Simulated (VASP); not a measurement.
Set up this calculation in VASP 6.6.1, as the native input.

- Task: relaxation of cell and atoms
- Functional: PBE
- Potentials or basis: VASP PAW PBE potentials, release 64 (Sn_d, H, Br)
- Cutoff: 520 eV
- k mesh: 3 × 3 × 4
- Occupations: gaussian, width 0.15 eV
- Spin: no spin polarisation
- Further INCAR settings: PREC = Normal; ALGO = Fast; EDIFF = 0.0001; IBRION = 2; EDIFFG = -0.08; NSW = 24; ISIF = 3

The structure of Sn2H3Br lies in POSCAR:

```
Sn2H3Br
1.0
    3.1712264900     -4.8358773900      0.0000000000
    3.1712264900      4.8358773900      0.0000000000
    0.0000000000      0.0000000000      3.1566287600
Sn H Br
2 3 1
Direct
    0.2156325000      0.7843675000      0.0000000000
    0.7843675000      0.2156325000      0.0000000000
    0.0000000000      0.0000000000      0.0000000000
    0.5000000000      0.0000000000      0.5000000000
    0.0000000000      0.5000000000      0.5000000000
    0.5000000000      0.5000000000      0.0000000000
```

The cell was built by a generator and needn't be a form met in nature.

The input as run:

INCAR

```
SYSTEM = Sn2H3Br
ALGO     = Fast           ! electronic algorithm
EDIFF    = 1E-4           ! SCF threshold, eV
EDIFFG   = -0.08          ! ionic threshold
ENCUT    = 520            ! plane-wave cutoff, eV
GGA      = PE             ! functional
IBRION   = 2              ! ionic algorithm
ISIF     = 3              ! what is computed and relaxed
ISMEAR   = 0              ! smearing method
LASPH    = .True.         ! aspherical terms in the spheres
LCHARG   = .False.        ! write CHGCAR
LREAL    = .False.        ! projectors in reciprocal space
LWAVE    = .False.        ! write WAVECAR
NELM     = 60             ! most SCF steps
NSW      = 24             ! ionic steps
PREC     = Normal         ! precision mode
SIGMA    = 0.15           ! smearing width, eV
```

KPOINTS

```
k-points
0
Gamma
  3 3 4
  0 0 0
```

Potentials or basis: VASP PAW PBE potentials, release 64 (Sn_d, H, Br).

Command:

```console
$ cat potpaw_PBE.64/Sn_d/POTCAR potpaw_PBE.64/H/POTCAR potpaw_PBE.64/Br/POTCAR > POTCAR
$ mpirun -np 1 vasp_std > vasp.out
```

Results of the run:

- Relaxed volume: 17.74 Å³/atom
- Relaxed cell: a = 5.847 Å, b = 5.847 Å, c = 3.539 Å, α = 90.00°, β = 90.00°, γ = 118.40°
- Space group after relaxing (to 0.05 Å): Cmmm (No. 65)
- Energy gained by relaxing: 99.8 meV/atom
- Ionic steps: 14
- Pressure after relaxing: 0.2 GPa
- Largest force after relaxing: 0.032 eV/Å
- Band gap on the k mesh: none (metal or under the smearing width)

Caveat: the k mesh is coarse (spacing up to 0.50 Å⁻¹), so the values aren't converged; the relaxation stopped at a loose force limit of 0.08 eV/Å, so its end isn't a converged minimum.

Wall time 3.2 min on 1 thread of AMD EPYC 7R43 64-Core Processor (Zen 3) (shared host), peak memory 0.14 GiB.
